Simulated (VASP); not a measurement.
Consider the following.

```xyz
5
Lattice="6.0050 0.0000 0.0000 0.0000 6.0050 0.0000 0.0000 0.0000 6.0050" Properties=species:S:1:pos:R:3 pbc="T T T"
Cs     0.0000     0.0000     0.0000
Pb     3.0025     3.0025     3.0025
Br     3.0025     3.0025     0.0000
Br     0.0000     3.0025     3.0025
Br     3.0025     0.0000     3.0025
```

Computed with PBE GGA with spin-orbit coupling, VASP's PBE PAW potentials (set 64) (plane waves; VASP). Run with 400 eV cut-off, 4×4×4 Γ-centred mesh, Gaussian smearing of 0.050 eV, potentials Cs_sv Pb_d Br.

Problem. What does the run give for the energy per atom (σ→0), band gap (on the k-mesh) with the smallest direct gap where there is one?

Solution. 
* **band gap (on the k-mesh)**: 0.71 eV
* **smallest direct gap (on the k-mesh)**: 0.71 eV
* **energy per atom (σ→0)**: -3.296 eV/atom

Total energies compare only between runs with the same potentials, cut-off and functional.

The structure comes from a computed database's CsPbBr3 entry (Pm-3m); how it stands against other phases isn't given here. It was relaxed first.
